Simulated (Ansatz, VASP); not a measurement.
## GaAs: VASP beside Ansatz

Wanted: the spread between two codes on one cell, functional and k mesh. The cell is taken from a series of runs on this material, whose earlier steps may have relaxed, scaled, displaced or heated it; both programs get it as it stands.

Main program and level: Ansatz 0.2.0; plane waves, with VASP 6.6.1 beside it; relaxation of cell and atoms at LDA.

### 1. The structure

Symmetry: F-43m, No. 216, cubic system. The conventional cell has a = 5.603 Å, b = 5.603 Å, c = 5.603 Å, α = 90.00°, β = 90.00°, γ = 90.00°. Ga has 4 As at 2.43 Å nearest. Nearest to As lie 4 Ga at 2.43 Å. Farther neighbours are not listed.

### 2. VASP: relaxation of cell and atoms, LDA

The relaxed volume is the usual yardstick between codes: in a stiff, nearly cubic crystal its relative difference is about their pressure difference at one cell divided by the bulk modulus.

Lines of VASP's logs that name or quote its potential files are left out, and so is its time.

The input, INCAR:

```
SYSTEM = GaAs
PREC = Accurate
ENCUT = 500
EDIFF = 1E-07
NELM = 120
ISMEAR = 0
SIGMA = 0.01
LREAL = .FALSE.
ALGO = Normal
GGA = PW92
NBANDS = 15
LORBIT = 11
LWAVE = .FALSE.
LCHARG = .FALSE.
ISIF = 3
IBRION = 2
NSW = 80
EDIFFG = -0.005
LASPH = .TRUE.
GGA_COMPAT = .FALSE.
NELMIN = 4
EFERMI = MIDGAP
```

The input, POSCAR:

```
GaAs
1.0
    0.0000000000      2.8013920000      2.8013920000
    2.8013920000      0.0000000000      2.8013920000
    2.8013920000      2.8013920000      0.0000000000
Ga As
1 1
Direct
    0.0000000000      0.0000000000      0.0000000000
    0.7500000000      0.7500000000      0.7500000000
```

The input, KPOINTS:

```
Automatic mesh
0
Gamma
12 12 12
0 0 0
```

The projector-augmented-wave data sets are Ga_d and As (LDA family, release 64).

Started as:

```sh
> mpirun -np 1 vasp_std
```

Numbers of over 12 decimals in the logs are rounded to 6 here.

Output:

```text
[banner, memory and clock lines left out]
running    1 mpi-ranks, on    1 nodes
 distrk:  each k-point on    1 cores,    1 groups
 distr:  one band on    1 cores,    1 groups

 POSCAR found type information on POSCAR GaAs
 POSCAR found :  2 types and       2 ions
|                                                                             |
|               ----> ADVICE to this user running VASP <----                  |
|                                                                             |
|     You enforced a specific xc type in the INCAR file but a different       |
|     [... a line on the potential file left out ...]
|     I HOPE YOU KNOW WHAT YOU ARE DOING!                                     |
|                                                                             |

 LDA part: xc-table for (Slater(with rela. corr.)+PW92), standard interpolation
 POSCAR, INCAR and KPOINTS ok, starting setup
 FFT: planning ... GRIDC
 FFT: planning ... GRID_SOFT
 FFT: planning ... GRID
 WAVECAR not read
 entering main loop
       N       E                     dE             d eps       ncg     rms          rms(c)
DAV:   1     0.825188286643E+02    0.82519E+02   -0.89495E+03  2208   0.167E+03
DAV:   2    -0.315031202829E+01   -0.85669E+02   -0.82051E+02  2440   0.316E+02
DAV:   3    -0.976651747221E+01   -0.66162E+01   -0.65925E+01  2587   0.704E+01
DAV:   4    -0.987064095867E+01   -0.10412E+00   -0.10409E+00  2691   0.987E+00
DAV:   5    -0.987211996844E+01   -0.14790E-02   -0.14790E-02  2694   0.105E+00    0.307E+00
DAV:   6    -0.968264599975E+01    0.18947E+00   -0.23038E-01  3366   0.883E+00    0.180E+00
DAV:   7    -0.963980743831E+01    0.42839E-01   -0.67651E-02  3032   0.202E+00    0.525E-01
DAV:   8    -0.963663264067E+01    0.31748E-02   -0.91113E-03  2755   0.111E+00    0.110E-01
DAV:   9    -0.963660097719E+01    0.31663E-04   -0.71464E-04  2644   0.338E-01    0.415E-02
DAV:  10    -0.963660563008E+01   -0.46529E-05   -0.41191E-05  3393   0.708E-02    0.217E-02
DAV:  11    -0.963661037598E+01   -0.47459E-05   -0.66192E-06  2468   0.402E-02    0.246E-03
DAV:  12    -0.963661026620E+01    0.10978E-06   -0.46277E-07  2692   0.100E-02    0.194E-03
DAV:  13    -0.963661026662E+01   -0.41746E-09   -0.67524E-08  1794   0.220E-03
   1 F= -.96366103E+01 E0= -.96366103E+01  d E =-.963661E+01
 curvature:   0.00 expect dE= 0.000E+00 dE for cont linesearch  0.000E+00
 trial: gam= 0.00000 g(F)=  0.106E-46 g(S)=  0.461E-03 ort = 0.000E+00 (trialstep = 0.100E+01)
 search vector abs. value=  0.461E-03
 bond charge predicted
       N       E                     dE             d eps       ncg     rms          rms(c)
DAV:   1    -0.964196756563E+01   -0.53573E-02   -0.64369E-02  2706   0.479E+00    0.413E-01
DAV:   2    -0.963787184245E+01    0.40957E-02   -0.66872E-03  2678   0.180E+00    0.188E-01
DAV:   3    -0.963683944275E+01    0.10324E-02   -0.10761E-03  2755   0.628E-01    0.415E-02
DAV:   4    -0.963674327105E+01    0.96172E-04   -0.10540E-04  2539   0.138E-01    0.146E-02
DAV:   5    -0.963672790981E+01    0.15361E-04   -0.81012E-06  2789   0.379E-02    0.334E-03
DAV:   6    -0.963672769932E+01    0.21050E-06   -0.47692E-07  2637   0.880E-03    0.211E-03
DAV:   7    -0.963672768776E+01    0.11557E-07   -0.79492E-08  1395   0.538E-03
   2 F= -.96367277E+01 E0= -.96367277E+01  d E =-.117421E-03
 trial-energy change:   -0.000117  1 .order   -0.000117   -0.000461    0.000226
 step:   0.6705(harm=  0.6705)  dis= 0.00000  next Energy=    -9.636765 (dE=-0.154E-03)
 bond charge predicted
       N       E                     dE             d eps       ncg     rms          rms(c)
DAV:   1    -0.963733488274E+01   -0.60718E-03   -0.69444E-03  2720   0.156E+00    0.137E-01
DAV:   2    -0.963688831870E+01    0.44656E-03   -0.73820E-04  2678   0.611E-01    0.618E-02
DAV:   3    -0.963677700611E+01    0.11131E-03   -0.11249E-04  2762   0.203E-01    0.140E-02
DAV:   4    -0.963676642915E+01    0.10577E-04   -0.11217E-05  2482   0.440E-02    0.482E-03
DAV:   5    -0.963676475803E+01    0.16711E-05   -0.88927E-07  2832   0.126E-02    0.107E-03
DAV:   6    -0.963676473745E+01    0.20581E-07   -0.40963E-08  1255   0.256E-03
   3 F= -.96367647E+01 E0= -.96367647E+01  d E =-.154471E-03
 curvature:  -0.34 expect dE=-0.486E-06 dE for cont linesearch -0.486E-06
 trial: gam=-0.05297 g(F)=  0.233E-46 g(S)=  0.145E-05 ort = 0.259E-04 (trialstep = 0.934E+00)
 search vector abs. value=  0.467E-08
 reached required accuracy - stopping structural energy minimisation
```

Parts of OUTCAR (step 2):

```text
ion  position               nearest neighbor table
   1  0.000  0.000  0.000-   2 2.43   2 2.43   2 2.43   2 2.43
   2  0.750  0.750  0.750-   1 2.43   1 2.43   1 2.43   1 2.43

  LATTYP: Found a face centered cubic cell.
 ALAT       =     5.6027840000

 Subroutine GETGRP returns: Found 24 space group operations
 (whereof 24 operations were pure point group operations)

The static configuration has the point symmetry T_d .

 Found     72 irreducible k-points:

   k-points           NKPTS =     72   k-points in BZ     NKDIM =     72   number of bands    NBANDS=     15

   dimension x,y,z NGX =    30 NGY =   30 NGZ =   30
   dimension x,y,z NGXF=    60 NGYF=   60 NGZF=   60

   ENCUT  =  500.0 eV  36.75 Ry    6.06 a.u.   7.22  7.22  7.22*2*pi/ulx,y,z

   NELECT =      18.0000    total number of electrons

 k-points in reciprocal lattice and weights: Automatic mesh
   0.00000000  0.00000000  0.00000000       0.001
   0.08333333  0.00000000  0.00000000       0.005
   0.16666667  0.00000000  0.00000000       0.005
   0.25000000  0.00000000  0.00000000       0.005
   0.33333333  0.00000000  0.00000000       0.005
   0.41666667  0.00000000  0.00000000       0.005
   0.50000000  0.00000000  0.00000000       0.002
   0.08333333  0.08333333  0.00000000       0.003
   0.16666667  0.08333333  0.00000000       0.014
[...]
-0.33333333  0.50000000  0.16666667       0.007
  -0.25000000  0.50000000  0.25000000       0.003

 average (electrostatic) potential at core
       1 -67.3387       2 -53.5919

 E-fermi :   4.2820

 k-point     1 :       0.0000    0.0000    0.0000
  band No.  band energies     occupation
    ...
      5     -10.8645      2.00000
      6      -8.9048      2.00000
      7       4.0289      2.00000
      8       4.0289      2.00000
      9       4.0289      2.00000
     10       4.5350      0.00000
     11       7.7112      0.00000
     12       7.7112      0.00000
     13       7.7112      0.00000
     14      11.4498      0.00000
    ...

 k-point     2 :       0.0833    0.0000    0.0000
  band No.  band energies     occupation
    ...
      5     -10.8646      2.00000
      6      -8.8203      2.00000
      7       2.7851      2.00000
      8       3.9100      2.00000
      9       3.9100      2.00000
     10       5.3846      0.00000
     11       7.8668      0.00000
     12       7.8858      0.00000
     13       7.8858      0.00000
     14      11.9377      0.00000
    ...

 k-point     3 :       0.1667    0.0000    0.0000
  band No.  band energies     occupation
    ...
      5     -10.8647      2.00000
      6      -8.5741      2.00000
      7       1.2526      2.00000
      8       3.6318      2.00000
      9       3.6318      2.00000
     10       5.6309      0.00000
     11       8.2740      0.00000
     12       8.2740      0.00000
     13       8.6804      0.00000
     14      12.8458      0.00000
    ...

  Total        0.0044775      0.0044775      0.0044775      0.0000000      0.0000000     -0.0000000
  in kB        0.1625235      0.1625235      0.1625235      0.0000000      0.0000000     -0.0000000
  external PRESSURE =       0.1625235 kB  Pullay stress =       0.0000000 kB

  energy-cutoff  :      500.00
  volume of cell :       44.14
      direct lattice vectors                 reciprocal lattice vectors
     0.000000000  2.805006985  2.805006985    -0.178252676  0.178252676  0.178252676
     2.805006985  0.000000000  2.805006985     0.178252676 -0.178252676  0.178252676
     2.805006985  2.805006985 -0.000000000     0.178252676  0.178252676 -0.178252676

 POSITION                                       TOTAL-FORCE (eV/Angst)
 -----------------------------------------------------------------------------------
      0.00000      0.00000      0.00000        -0.000000     -0.000000      0.000000
      4.20751      4.20751      4.20751         0.000000      0.000000     -0.000000
 -----------------------------------------------------------------------------------
    total drift:                                0.000001      0.000001      0.000000

  FREE ENERGIE OF THE ION-ELECTRON SYSTEM (eV)
  ---------------------------------------------------
  free  energy   TOTEN  =        -9.6367647374 eV

  energy  without entropy=       -9.6367647374  energy(sigma->0) =       -9.63676474

 reached required accuracy - stopping structural energy minimisation

 total charge
# of ion       s       p       d       tot
------------------------------------------
    1        0.895   0.829   9.997  11.722
    2        1.217   1.610   0.033   2.860
--------------------------------------------------
tot          2.112   2.439  10.030  14.582

[... 3 further parts left out ...]
```

CONTCAR:

```
GaAs
   1.00000000000000
     0.0000000000000000    2.8050069851782768    2.8050069851782768
     2.8050069851782768    0.0000000000000000    2.8050069851782768
     2.8050069851782768    2.8050069851782768   -0.0000000000000000
  Ga              As
     1     1
Direct
     0.0000000000000000    0.0000000000000000    0.0000000000000000
     0.7500000000000000    0.7500000000000000    0.7500000000000000
```

The run keeps the 24 symmetry operations of its start, so it cannot find a distortion of lower symmetry.

### 3. Ansatz: relaxation of cell and atoms, LDA

Ansatz runs on its PAW soft_1 files.

The same cell, functional (in two slightly different forms) and mesh now go to Ansatz, which takes its cutoff from its data sets.

The input, input.yaml:

```yaml
crystal:
  lattice:
    - [0.0, 2.8013923244, 2.8013923244]
    - [2.8013923244, 0.0, 2.8013923244]
    - [2.8013923244, 2.8013923244, 0.0]
  atoms:
    - { symbol: Ga, position: [0.0, 0.0, 0.0] }
    - { symbol: As, position: [0.75, 0.75, 0.75] }
kpoints:
  mp_grid: { grid: [12, 12, 12] }
hamiltonian:
  xc: lda
  pseudopotentials: { kind: paw, azcp: { folder: soft_1 }, xc_functional: pbe }
scf:
  occupations: { method: fixed }
output:
  forces: true
  stress: true
  eigenvalues: true
relax:
  adjacent_minimum: "off"
  f_tol: 0.001
  max_steps: 60
  cell: { stress_tol: 0.01 }
```

Started as:

```sh
> ansatz run input.yaml --threads 8 --pin off --max-ram 16384MiB --backend cpu --events-out ev --progress --plain --runs-dir out
```

Output:

```text
Engine: ansatz 0.2.0, x86_64-unknown-linux-gnu
Pseudopotentials: kind: paw
Pseudopotential: Ga, paw, valence charge 13, recommended cutoff 420 eV (normal), soft_1/Ga.paw.azcp
Pseudopotential: As, paw, valence charge 15, recommended cutoff 420 eV (normal), soft_1/As.paw.azcp
Functional definition: SPW92
  exchange = slater_x
  correlation = pw_c
Crystal: 2 atoms, lattice volume = 43.970 Å³
Basis set: ecut = 420 eV, 869 PW (Γ)
Bands: 18, of which v1, the nominal top of the filled ones, is band 14 counted from 1 (13 counted from 0)
Symmetry: 24 space group operations
Space group: F-43m (ITA 216), of the structure as read, at distance tolerance 3.5e-5 Å
k-points: 72 of 1728 (time reversal used)
Non-local potential: Ga, projectors of the file, l = 0: 2, l = 1: 2, l = 2: 3, l = 3: 1
Non-local potential: As, projectors of the file, l = 0: 2, l = 1: 2, l = 2: 3, l = 3: 1
PAW form: soft (Blöchl's): semilocal exchange-correlation on the pseudo side does not see the compensation charge
PAW frozen core: Ga, regenerated for the run's functional, and the local potential with it (the file was generated under x = pbe(κ = 0.804, μ = 0.219515), c = pbe(β = 0.066725))
PAW frozen core: As, regenerated for the run's functional, and the local potential with it (the file was generated under x = pbe(κ = 0.804, μ = 0.219515), c = pbe(β = 0.066725))
PAW one-centre angular grid: Ga, 590 points (default); XC on 64 Gauss nodes
PAW one-centre angular grid: As, 590 points (default); XC on 64 Gauss nodes
Initial density: superposition of atomic densities (chi_scale 0.1, normalization cell, long waves kept (reshape's long-wave potential 0.00 eV rms))
Initial wavefunctions: pseudopotential atomic-orbital guess
Functional: x = slater, c = lda
SCF iter   1: F=—  HF=-8481.460971 eV  |F-HF|=—  |Δ(HF+E_count)|=         —  Δρ=4.26e-2  dr2=5.02e-1  ethr=3.10e-3  ⟨swp⟩=4.7  Hψ=5638  notcnv=0  defer=121
preconditioner: auto → none  [insulator: Δε(μ)=0.566 eV  Ē_g=15.882 eV  n_scr=14 (ndim 8)  ℏωp=23.8 eV  f_vac=0.000  ε∞_Penn≈3.2]
SCF iter   2: F=—  HF=-8481.331323 eV  |F-HF|=—  |Δ(HF+E_count)|=   1.30e-1  Δρ=1.75e-2  dr2=7.81e-2  ethr=1.79e-3  ⟨swp⟩=2.0  Hψ=2037  notcnv=0  defer=123
SCF iter   3: F=—  HF=-8481.312369 eV  |F-HF|=—  |Δ(HF+E_count)|=   1.90e-2  Δρ=5.56e-3  dr2=6.67e-3  ethr=2.79e-4  ⟨swp⟩=2.2  Hψ=2125  notcnv=0  defer=130
SCF iter   4: F=—  HF=-8481.307056 eV  |F-HF|=—  |Δ(HF+E_count)|=   5.31e-3  Δρ=1.03e-3  dr2=1.69e-4  ethr=2.38e-5  ⟨swp⟩=2.5  Hψ=2138  notcnv=0  defer=136
SCF iter   5: F=—  HF=-8481.307073 eV  |F-HF|=—  |Δ(HF+E_count)|=   1.63e-5  Δρ=1.99e-4  dr2=1.79e-5  ethr=6.04e-7  ⟨swp⟩=2.0  Hψ=2455  notcnv=0  defer=137
SCF iter   6: F=—  HF=-8481.307065 eV  |F-HF|=—  |Δ(HF+E_count)|=   7.18e-6  Δρ=6.27e-5  dr2=9.96e-7  ethr=6.40e-8  ⟨swp⟩=2.0  Hψ=2345  notcnv=0  defer=115
SCF iter   7: F=—  HF=-8481.307065 eV  |F-HF|=—  |Δ(HF+E_count)|=   2.76e-7  Δρ=1.51e-5  dr2=3.81e-8  ethr=3.57e-10  ⟨swp⟩=7.1  Hψ=7401  notcnv=0
SCF iter   8: F=-8481.307065 eV  HF=-8481.307065 eV  |F-HF|=4.90e-9  |Δ(HF+E_count)|=   1.97e-8  Δρ=3.50e-6  dr2=2.31e-9  ethr=1.36e-10  ⟨swp⟩=4.4  Hψ=4708  notcnv=0
SCF 1 converged in 8 iterations: F = -8481.307065 eV  dr2 = 2.31e-9
  greatest PAW one-centre occupation: 0.999 electrons in one spin orbital (limit 2), on the As atom at site 1 (counted from 0), in its partial waves of l = 2
relax step   1: F+E_penalty+E_count = -8481.30706505 eV  Δ(F+E_penalty+E_count) = +0.000e0 eV  max|allowed force component| = 5.204e-18 eV/Å  Δτ_max = 0.0000 Å  P = +0.017 GPa  Ω = 43.970 Å³  (8 SCF iters, dr2 threshold 1.00e-7 eV, accepted)
[...]
relax step   2: F+E_penalty+E_count = -8481.30706425 eV  Δ(F+E_penalty+E_count) = +8.000e-7 eV  max|allowed force component| = 6.541e-18 eV/Å  Δτ_max = 0.0000 Å  P = +0.003 GPa  Ω = 43.978 Å³  energy of the carried Pulay correction = -1.311e-6 eV  (3 SCF iters, dr2 threshold 7.22e-10 eV, accepted)
[...]
relax step   3: F+E_penalty+E_count = -8481.30706425 eV  Δ(F+E_penalty+E_count) = -7.440e-10 eV  max|allowed force component| = 4.698e-18 eV/Å  Δτ_max = 0.0000 Å  P = +0.003 GPa  Ω = 43.978 Å³  stress off target by 3.41e-3 GPa  SCF on the basis re-selected at this cell (its energy is not comparable with the rows above)  (5 SCF iters)
basis re-selected at this cell: Δ(F+E_penalty+E_count) = -7.440e-10 eV, ΔP = +0.000 GPa vs the last step (what re-selecting the basis moved, of the pressure what is left beyond the Pulay correction that the steps carried, after the strain that the cell walked since its last selection, with what the two solves' SCF thresholds leave and, on support functions, any second-order correction that the steps lacked; it is no  [...]
SCF converged after 5 iterations
Free energy (F): -8481.307064 eV
Harris-Foulkes:  -8481.307064 eV  (|F-HF|=0.00e0)
Internal energy: -8481.307064 eV  (E = F + TS)
E sigma→0 (E₀):  -8481.307064 eV
Fermi energy:    7.973430 eV
--- Per-component energies (eV) ---
  E_band       = -322.512510
  E_kinetic    = 211.339951
  E_local      = -3627.921927  (includes V_loc(G=0)·N_el)
  E_nonlocal   = -481.090412
  E_hartree    = 2117.063088
  E_xc         = -133.896719
  E_vxc        = -131.198979  (∫ρ·V_xc dr)
  E_paw        = -3847.517931  (= ΣΔE_a)
  E_vpaw       = -527.767076  (= ΣTr[D̂ρ^β])
  E_aug_tail   = -0.000222  (compensation charges beyond the density's cutoff)
  E_ewald      = -2723.086604
  E_core_change = 3.803710  (= ΣΔE_core)
  E_smearing   = -0.000000  (= −TS)
  E_closure    = 0.000000  (closes the sum)
  Σ components = -8481.307064   (vs F -8481.307064, Δ=0.00e0)
--- Forces (eV/Å), atoms counted from 1 ---
  atom   1  Ga    -0.00000000    -0.00000000    -0.00000000
  atom   2  As     0.00000000     0.00000000    -0.00000000
  max |Σ_I F_I| component: 8.46e-18 eV/Å
--- Stress (GPa, compression-positive) ---
        0.003407      -0.000000      -0.000000
       -0.000000       0.003407       0.000000
       -0.000000       0.000000       0.003407
  P = ⅓ Tr σ = 0.0034 GPa (0.034 kbar)
--- Band table (eV; the first three rows and the last of 72) ---
  k-point 0: bands = [... 10 lower, -5.0041, 7.9734, 7.9734, 7.9734, 8.4643, 11.6703, 11.6703, 11.6703]
  k-point 1: bands = [... 10 lower, -4.9191, 6.7216, 7.8541, 7.8541, 9.3220, 11.8241, 11.8455, 11.8455]
  k-point 2: bands = [... 10 lower, -4.6716, 5.1862, 7.5752, 7.5752, 9.5716, 12.2349, 12.2349, 12.6351]
  k-point 71: bands = [... 10 lower, -2.3308, 1.1749, 4.2908, 4.4814, 12.6277, 12.6370, 13.3642, 13.9450]
--- Relaxed structure (2 steps of the walk, 2 accepted, 1 SCFs on fresh bases) ---
  F+E_penalty+E_count = -8481.30706425 eV   max|allowed force component| = 4.698e-18 eV/Å   (the final SCF, on the basis selected at the relaxed cell)
  cell:  # Å, volume = 43.9776 Å³
    - [0, 2.801563, 2.801563]
    - [2.801563, 0, 2.801563]
    - [2.801563, 2.801563, 0]
  atoms:
    - { symbol: Ga, position: [0, 0, 0] }
    - { symbol: As, position: [0.750000, 0.750000, 0.750000] }
```

The column dr2 measures how far the density is from self-consistency, as an energy; F and HF (Harris–Foulkes) agree once it is small.

### 4. Differences

Known differences besides the potentials themselves: fixed occupations in Ansatz, narrow Gaussian smearing in VASP; the data sets hold 28 valence electrons in Ansatz (on its PAW soft_1 files) and 18 in VASP; the cutoff is 420 eV in Ansatz and 500 eV in VASP; VASP's log shows a relativistic correction to its local exchange, Ansatz's none; Ansatz adds a Pulay correction to the stress that steers its cell, VASP none. Total energies have different zeros and are not compared.

The two programs side by side:

| quantity | Ansatz | VASP | difference |
| --- | --- | --- | --- |
| volume (Å³) | 43.98 | 44.14 | -0.37 % |
| edge a after relaxation, in the typed setting (Å) | 3.962 | 3.967 | -0.12 % |

### 5. Summary of results

```yaml
difference_in_volume_relaxation_of_cell_and_atoms_lda: -0.37 %
```

In words: The difference in volume is -0.37 % (relaxation of cell and atoms, LDA), within the 1.2 % picked in this series as the mark of a large difference, as far as the stopping tolerances let one tell. The data sets hold unlike numbers of valence electrons (28 in Ansatz and 18 in VASP), so part of the differences comes from the potentials. How closely two codes agree says nothing of how well the functional describes the real material.

[Lines on the potential files, build, host, timing and source positions are cut from VASP's logs without a mark.]

[Logs are printed without paths, hosts, clocks, repeated set-up lines and the standing remarks that a program may print on its own settings, such as how far it seeks lower states.]

[Hosts, paths, dates, database ids (printed as entryN), source tags and the programs' standing remarks are cut or masked in the printed files.]
